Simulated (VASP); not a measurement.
Input:

```
CELL_PARAMETERS angstrom
      4.34351     0.00000     0.00000
     -2.17175     3.76159     0.00000
      0.00000     0.00000    10.75133
ATOMIC_POSITIONS crystal
  Sn 0.33333 0.66667 0.82548
  Sn 0.66667 0.33333 0.17452
  Ge 0.00000 0.00000 0.50000
  Te 0.33333 0.66667 0.34935
  Te 0.66667 0.33333 0.65065
  Te 0.00000 0.00000 0.00000
```

Calculation: PBEsol GGA, VASP's PBE PAW potentials (set 64) (plane waves; VASP 6.6.1). Settings: 400 eV cut-off, Gaussian smearing of 0.050 eV, potentials Sn_d Ge_d Te.

**Question.** Give the energies of bands 22 to 35 at the high-symmetry points, in eV from the Fermi level.

**Answer.** 
| band | Γ | M | K | A | L | H |
|---|---|---|---|---|---|---|
| 22 | -2.26 | -5.91 | -5.21 | -2.23 | -5.25 | -4.65 |
| 23 | -2.24 | -3.96 | -5.21 | -2.23 | -5.07 | -4.65 |
| 24 | -2.24 | -3.95 | -5.09 | -2.07 | -3.80 | -4.57 |
| 25 | -1.99 | -3.57 | -3.16 | -2.07 | -3.46 | -4.33 |
| 26 | -1.99 | -3.35 | -2.99 | -1.91 | -3.40 | -4.32 |
| 27 | -1.91 | -2.78 | -2.99 | -1.79 | -3.15 | -4.32 |
| 28 | -1.91 | -2.55 | -2.40 | -1.79 | -1.84 | -1.07 |
| 29 | -0.99 | -2.05 | -2.40 | -1.12 | -1.81 | -0.91 |
| 30 | -0.43 | -1.83 | -2.38 | -0.03 | -0.13 | -0.91 |
| 31 | 0.63 | 1.47 | 2.08 | 0.00 | -0.10 | 0.41 |
| 32 | 0.63 | 1.51 | 2.10 | 0.20 | 0.12 | 0.47 |
| 33 | 0.96 | 1.57 | 2.10 | 0.20 | 0.18 | 0.47 |
| 34 | 1.00 | 1.66 | 2.21 | 2.19 | 2.75 | 3.89 |
| 35 | 1.05 | 2.04 | 2.62 | 2.24 | 2.89 | 4.10 |

It has no gap at this level: it comes out as a metal or semimetal.

The structure comes from a computed database's Sn2GeTe3 entry (P-3m1); how it stands against other phases isn't given here. It was relaxed first, which changed the volume by -6 %.
